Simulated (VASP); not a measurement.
```
CELL_PARAMETERS angstrom
      3.88700     0.00000     0.00000
      0.00000     3.88700     0.00000
      0.00000     0.00000     3.88700
ATOMIC_POSITIONS crystal
  Rh 0.00000 0.50000 0.50000
  Rh 0.50000 0.00000 0.50000
  Rh 0.50000 0.50000 0.00000
  Zr 0.00000 0.00000 0.00000
```

These are PBEsol GGA, VASP's PBE PAW potentials (set 64) (plane waves; VASP 6.6.1) values and carry that method's errors. Run with 300 eV cut-off, 9×9×9 Γ-centred mesh, Gaussian smearing of 0.14 eV, potentials Rh_pv Zr_sv.

Problem. Give the energies of bands 20 to 33 at the high-symmetry points, in eV from the Fermi level.

Solution. 
| band | Γ | X | M | R |
|---|---|---|---|---|
| 20 | -5.13 | -3.10 | -2.88 | -2.80 |
| 21 | -2.18 | -3.10 | -2.88 | -2.13 |
| 22 | -2.18 | -2.83 | -2.84 | -2.13 |
| 23 | -2.18 | -2.83 | -2.84 | -2.13 |
| 24 | -0.27 | -1.51 | -2.68 | -1.75 |
| 25 | -0.27 | -1.19 | -1.67 | -1.75 |
| 26 | 0.66 | -1.14 | -1.49 | 0.73 |
| 27 | 1.15 | -1.14 | -1.49 | 0.73 |
| 28 | 1.15 | -1.08 | -1.43 | 0.73 |
| 29 | 1.15 | -0.01 | -0.96 | 0.76 |
| 30 | 3.88 | 1.15 | -0.78 | 1.77 |
| 31 | 3.88 | 1.66 | 2.38 | 1.77 |
| 32 | 3.88 | 1.66 | 2.38 | 1.77 |
| 33 | 3.95 | 2.89 | 3.01 | 3.40 |

It has no gap at this level: it comes out as a metal or semimetal.

The structure comes from a measured ZrRh3 entry of the Crystallography Open Database, whose conditions weren't checked. The cell was not relaxed at this level. The electron count is odd and the run is not spin-polarised, which forces a metal.
